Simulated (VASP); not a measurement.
Data:

```xyz
2
Lattice="2.7042 0.0000 0.0000 0.0000 2.7042 0.0000 0.0000 0.0000 3.7273" Properties=species:S:1:pos:R:3 pbc="T T T"
Fe     2.7042     0.0000     0.0000
Pt     1.3521     1.3521     1.8636
```
Starting moments (μB, in the order of the record's atoms Fe Pt): 2.9 0.3.

These are PBE GGA with D4 dispersion, VASP's PBE PAW potentials (set 64) (plane waves; VASP) values and carry that method's errors. Settings: 520 eV cut-off, Gaussian smearing of 0.050 eV, potentials Fe Pt.

Q: Give the spin-up energies of bands 1 to 13 at the high-symmetry points, in eV from the Fermi level.

A: 
| band | Γ | X | M | Z | R | A |
|---|---|---|---|---|---|---|
| 1 | -9.67 | -6.21 | -6.99 | -7.85 | -6.61 | -6.19 |
| 2 | -6.43 | -4.88 | -5.79 | -5.82 | -6.58 | -4.90 |
| 3 | -6.26 | -4.52 | -5.79 | -5.77 | -3.70 | -4.90 |
| 4 | -3.43 | -4.30 | -5.79 | -3.58 | -3.67 | -4.14 |
| 5 | -3.43 | -3.45 | -1.33 | -2.84 | -3.46 | -3.49 |
| 6 | -2.93 | -3.42 | -0.97 | -2.63 | -3.06 | -3.49 |
| 7 | -2.06 | -2.69 | -0.48 | -2.27 | -1.15 | -2.30 |
| 8 | -1.93 | -2.48 | -0.44 | -2.27 | -0.82 | -1.77 |
| 9 | -0.48 | -2.10 | -0.44 | -2.14 | -0.57 | -0.97 |
| 10 | -0.34 | -1.60 | 0.65 | -2.14 | -0.49 | 0.65 |
| 11 | -0.34 | 0.25 | 1.70 | -1.79 | -0.48 | 6.96 |
| 12 | 2.19 | 2.16 | 1.70 | -0.79 | -0.36 | 6.96 |
| 13 | 9.77 | 10.47 | 7.84 | 15.66 | 4.86 | 7.86 |

Q: Give the spin-down energies of bands 1 to 13 at the high-symmetry points, in eV from the Fermi level.

A: 
```tsv
band	Γ	X	M	Z	R	A
1	-9.54	-6.10	-6.60	-7.78	-6.23	-6.02
2	-5.89	-4.67	-5.05	-5.58	-6.10	-4.71
3	-5.88	-4.33	-5.05	-5.33	-2.93	-4.71
4	-2.37	-3.49	-4.80	-2.62	-2.88	-1.98
5	-2.37	-2.48	1.02	-1.89	-2.22	-1.51
6	-0.84	-1.35	1.29	-1.89	-0.47	-1.37
7	-0.71	-1.21	1.68	-1.45	-0.46	-1.37
8	0.57	-0.91	1.77	-0.53	-0.40	0.78
9	1.72	0.56	1.77	0.14	0.97	1.03
10	1.72	0.73	1.77	0.48	1.51	1.78
11	1.74	2.48	1.83	0.48	1.62	7.66
12	2.37	2.64	1.83	1.50	1.67	7.66
13	10.61	11.23	8.64	16.07	5.80	8.81
```

It has no gap at this level: it comes out as a metal or semimetal.

The compound is FePt in the L1_0 structure. It was relaxed first.
